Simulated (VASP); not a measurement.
Data:

```yaml
crystal:
  lattice:
    - [3.47811, 0.00000, 0.00000]
    - [-1.73905, 3.01213, 0.00000]
    - [0.00000, 0.00000, 4.17498]
  atoms:
    - { symbol: Mg, position: [0.33333, 0.66667, 0.25000] }
    - { symbol: Mg, position: [0.66667, 0.33333, 0.75000] }
    - { symbol: O, position: [0.33333, 0.66667, 0.75000] }
    - { symbol: O, position: [0.66667, 0.33333, 0.25000] }
```

Computed with r2SCAN meta-GGA, VASP's PBE PAW potentials (set 64) (plane waves; VASP). Run with 520 eV cut-off, 8×8×6 Γ-centred mesh, tetrahedra with Blöchl corrections, potentials Mg O.

Q: Give the energies of bands 3 to 10 at the high-symmetry points, in eV from the valence-band maximum.

A: 
```tsv
band	Γ	M	K	A	L	H
3	-3.70	-3.59	-3.69	-2.43	-3.90	-3.62
4	-1.78	-2.41	-2.19	-2.43	-3.90	-3.62
5	-1.78	-2.39	-2.19	-1.33	-1.57	-2.52
6	-0.84	-1.97	-1.85	-1.33	-1.57	-2.52
7	-0.84	-1.31	-1.85	-1.33	-0.84	-0.40
8	0.00	-0.54	-0.92	-1.33	-0.84	-0.40
9	4.11	7.68	7.98	7.17	8.05	8.87
10	10.44	10.07	9.77	7.17	8.05	8.87
```

The gap is direct, 4.11 eV, from the valence maximum at Γ to the conduction minimum at Γ.

The structure was generated: MgO was put into the h-BN type (P6_3/mmc), which need not be its known phase. It was relaxed first, which changed the volume by -40 %.
